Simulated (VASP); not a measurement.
Method: PBEsol GGA, VASP's PBE PAW potentials (set 64) (plane waves; VASP 6.6.1).

The input files of a VASP run:

POSCAR:
```
Cd3MgTe4
1
    0.0000000000     3.2410986040     3.2410986040
    3.2410986040     0.0000000000     3.2410986040
   12.9280215510    12.9280215510     0.0363728650
Mg Te Cd
1 4 3
Direct
  0.9983061108   0.9983061108   0.0012704169
  0.2533057110   0.2533057110   0.0600207168
  0.2509998939   0.2509998939   0.3117500796
  0.2495839608   0.2495839608   0.5628120294
  0.2475470854   0.2475470854   0.8143396860
  0.0017746369   0.0017746369   0.2486690224
  0.9998179888   0.9998179888   0.5001365084
  0.9986646125   0.9986646125   0.7510015406
```

**INCAR**
```
ALGO = Normal
EDIFF = 1E-7
ENCUT = 400
GGA = PS
ISIF = 2
ISMEAR = -5
LASPH = .TRUE.
LCHARG = .TRUE.
LMAXMIX = 4
LORBIT = 11
LREAL = .FALSE.
LWAVE = .FALSE.
NEDOS = 601
NELM = 100
PREC = Accurate
SYSTEM = Cd3MgTe4
```

**KPOINTS**
```
Automatic
0
gamma
 7 7 2
```

POTCAR, in this order: Mg Te Cd (PBE.64 set). Program: vasp_std.

What VASP printed:

### OSZICAR
```
       N       E                     dE             d eps       ncg     rms          rms(c)
DAV:   1     0.332766030644E+03    0.33277E+03   -0.23071E+04  2400   0.115E+03
DAV:   2    -0.429181561452E+01   -0.33706E+03   -0.32864E+03  2776   0.287E+02
DAV:   3    -0.239909320630E+02   -0.19699E+02   -0.19591E+02  2718   0.706E+01
DAV:   4    -0.243495223379E+02   -0.35859E+00   -0.35828E+00  3053   0.847E+00
DAV:   5    -0.243535721749E+02   -0.40498E-02   -0.40496E-02  2752   0.971E-01    0.100E+01
DAV:   6    -0.234253594782E+02    0.92821E+00   -0.22784E+00  2671   0.121E+01    0.804E+00
DAV:   7    -0.233504463699E+02    0.74913E-01   -0.90985E-01  2618   0.393E+00    0.297E+00
DAV:   8    -0.233474531814E+02    0.29932E-02   -0.72088E-02  2579   0.228E+00    0.116E+00
DAV:   9    -0.233469680694E+02    0.48511E-03   -0.81418E-03  2663   0.656E-01    0.387E-01
DAV:  10    -0.233465951272E+02    0.37294E-03   -0.25665E-03  2621   0.331E-01    0.107E-01
DAV:  11    -0.233466346300E+02   -0.39503E-04   -0.37159E-04  2683   0.114E-01    0.413E-02
DAV:  12    -0.233466605579E+02   -0.25928E-04   -0.32445E-05  2760   0.244E-02    0.252E-02
DAV:  13    -0.233466759284E+02   -0.15371E-04   -0.19763E-05  2538   0.303E-02    0.787E-03
DAV:  14    -0.233466800139E+02   -0.40855E-05   -0.65047E-06  2658   0.114E-02    0.888E-03
DAV:  15    -0.233466799635E+02    0.50427E-07   -0.13712E-06  2484   0.594E-03    0.231E-03
DAV:  16    -0.233466799292E+02    0.34318E-07   -0.19742E-07  2076   0.299E-03
   1 F= -.23346680E+02 E0= -.23346680E+02  d E =0.000000E+00
```

File OUTCAR:
```
------------------------ aborting loop because EDIFF is reached ----------------------------------------
  FORCE on cell =-STRESS in cart. coord.  units (eV):
  Direction    XX          YY          ZZ          XY          YZ          ZX
  --------------------------------------------------------------------------------------
  Total       -0.0534675     -0.0534675     -0.0534675      0.0402736     -0.0402736     -0.0402736
  in kB       -0.3158387     -0.3158387     -0.3158387      0.2379008     -0.2379008     -0.2379008
  external PRESSURE =      -0.3158387 kB  Pullay stress =       0.0000000 kB
  volume of cell :      271.23
      direct lattice vectors                 reciprocal lattice vectors
     0.000000000  3.241098604  3.241098604    -0.154486001  0.154051357  0.154486001
     3.241098604  0.000000000  3.241098604     0.154051357 -0.154486001  0.154486001
    12.928021551 12.928021551  0.036372865     0.038730162  0.038730162 -0.038730162
 POSITION                                       TOTAL-FORCE (eV/Angst)
 -----------------------------------------------------------------------------------
      3.25203      3.25203      6.47126        -0.000479     -0.000479      0.000479
      1.59694      1.59694      1.64416        -0.003205     -0.003205      0.003205
      4.84383      4.84383      1.63837         0.001552      0.001552     -0.001552
      8.08497      8.08497      1.63832        -0.000120     -0.000120      0.000120
     11.33013     11.33013      1.63427         0.003029      0.003029     -0.003029
      3.22055      3.22055      0.02055        -0.001096     -0.001096      0.001096
      9.70628      9.70628      6.49921        -0.000376     -0.000376      0.000376
     12.94573     12.94573      6.50086         0.000695      0.000695     -0.000695
 -----------------------------------------------------------------------------------
    total drift:                                0.000010      0.000010     -0.000016
  FREE ENERGIE OF THE ION-ELECTRON SYSTEM (eV)
  ---------------------------------------------------
  free  energy   TOTEN  =       -23.3466799292 eV

  energy  without entropy=      -23.3466799292  energy(sigma->0) =      -23.34667993

 total charge

# of ion       s       p       d       tot
------------------------------------------
    1        0.175   0.130   0.024   0.329
    2        1.342   2.123   0.013   3.477
    3        1.352   2.046   0.021   3.420
    4        1.352   2.047   0.022   3.420
    5        1.349   2.071   0.019   3.439
    6        0.472   0.318   9.524  10.314
    7        0.474   0.319   9.524  10.317
    8        0.471   0.318   9.524  10.314
--------------------------------------------------
tot          6.986   9.372  28.671  45.029
```
(Selected blocks of OUTCAR.)

The structure was generated: Cd3MgTe4 was put into an ordered model structure (R3m), which need not be its known phase. It was relaxed first.
